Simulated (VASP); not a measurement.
```xyz
2
Lattice="0.0000 2.3150 2.3150 2.3150 0.0000 2.3150 2.3150 2.3150 0.0000" Properties=species:S:1:pos:R:3 pbc="T T T"
Na     0.0000     0.0000     0.0000
F      2.3150     2.3150     2.3150
```

All values below come from PBEsol GGA, VASP's PBE PAW potentials (set 64) (plane waves; VASP 6.6.1). Numerical set-up: 530 eV cut-off, 9×9×9 Γ-centred mesh, Gaussian smearing of 0.050 eV, potentials Na_pv F.

Estimate the energy per atom (σ→0), band gap (on the k-mesh) with the smallest direct gap where there is one.

| Quantity | Result |
|---|---|
| band gap (on the k-mesh) | 6.17 eV |
| smallest direct gap (on the k-mesh) | 6.17 eV |
| energy per atom (σ→0) | -4.384 eV/atom |

The absolute energy has meaning only against runs of the same code, potentials and settings.

The compound is NaF in the rock salt structure. The cell was not relaxed at this level.
